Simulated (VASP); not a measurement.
Mo, 1 atom in the cell. Symmetry: Im-3m, No. 229, cubic system. Conventional cell: a = 3.163 Å, b = 3.163 Å, c = 3.163 Å, α = 90.00°, β = 90.00°, γ = 90.00°. Mo (site symmetry m-3m) is surrounded by 8 Mo at 2.74 Å. 

* Program: VASP 6.6.1
* Task: relaxation of cell and atoms
* Functional: PBE
* Potentials or basis: VASP PAW PBE potentials, release 64 (Mo_sv)
* Cutoff: 520 eV
* k mesh: 19 × 19 × 19
* Occupations: gaussian, width 0.1 eV
* Spin: no spin polarisation
* Further INCAR settings: ALGO = Normal; EDIFF = 1e-07; IBRION = 2; POTIM = 0.3; EDIFFG = -0.005; NSW = 60; ISIF = 3

Potentials or basis: VASP PAW PBE potentials, release 64 (Mo_sv).

Command:

```console
$ cat potpaw_PBE.64/Mo_sv/POTCAR > POTCAR
$ mpirun -np 1 vasp_std > vasp.out
```

Hardware: 1 thread of Intel(R) Xeon(R) 6975P-C (Granite Rapids), on a shared host.

Problem. Estimate the wall time of this run.

Solution. Run time: 24 s on 1 thread of Intel(R) Xeon(R) 6975P-C (Granite Rapids), on a shared host, peak memory 0.14 GiB. Counts: scf iterations 21, k points 220, ion steps 3.
